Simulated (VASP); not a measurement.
OSZICAR of a VASP run on Sr2CdPt2 (atoms displaced from the Immm structure):

OSZICAR:
```
       N       E                     dE             d eps       ncg     rms          rms(c)
DAV:   1     0.252641768084E+03    0.25264E+03   -0.19636E+04  3954   0.103E+03
DAV:   2    -0.761570817387E+01   -0.26026E+03   -0.25178E+03  4456   0.293E+02
DAV:   3    -0.243581969286E+02   -0.16742E+02   -0.16546E+02  6224   0.611E+01
DAV:   4    -0.249374856886E+02   -0.57929E+00   -0.57841E+00  5335   0.939E+00
DAV:   5    -0.249508650380E+02   -0.13379E-01   -0.13378E-01  5651   0.126E+00    0.327E+01
DAV:   6    -0.240921995247E+02    0.85867E+00   -0.33433E+00  4487   0.112E+01    0.150E+01
DAV:   7    -0.239466263478E+02    0.14557E+00   -0.10079E+00  4434   0.494E+00    0.725E+00
DAV:   8    -0.238905762881E+02    0.56050E-01   -0.36699E-01  4812   0.348E+00    0.820E-01
DAV:   9    -0.238894833076E+02    0.10930E-02   -0.12529E-02  5061   0.580E-01    0.400E-01
DAV:  10    -0.238891817073E+02    0.30160E-03   -0.20418E-03  5357   0.217E-01    0.130E-01
DAV:  11    -0.238891688231E+02    0.12884E-04   -0.29531E-04  5393   0.968E-02    0.320E-02
DAV:  12    -0.238891686442E+02    0.17892E-06   -0.32068E-05  4124   0.426E-02    0.173E-02
DAV:  13    -0.238891692626E+02   -0.61842E-06   -0.37852E-06  3810   0.150E-02
   1 F= -.23889169E+02 E0= -.23887786E+02  d E =-.276673E-02
```

Which electronic solver shows in the log?

It is blocked Davidson (ALGO = Normal, or the opening steps of other solvers). The INCAR had ALGO = Normal.

Can the final energy be trusted as converged?

The run converged. It stopped with EDIFF = 1E-6, NELM = 100 (LDA (Ceperley-Alder, Perdew-Zunger), plane waves, VASP's LDA PAW potentials (set 64)).

The structure comes from a measured Sr2CdPt2 entry (Immm) of the Crystallography Open Database, whose conditions weren't checked. The cell was not relaxed at this level, atoms are displaced from their ideal sites. The k-mesh is coarse (spacing up to 0.35 per Å, 2π included), so the numbers may not be converged in it.
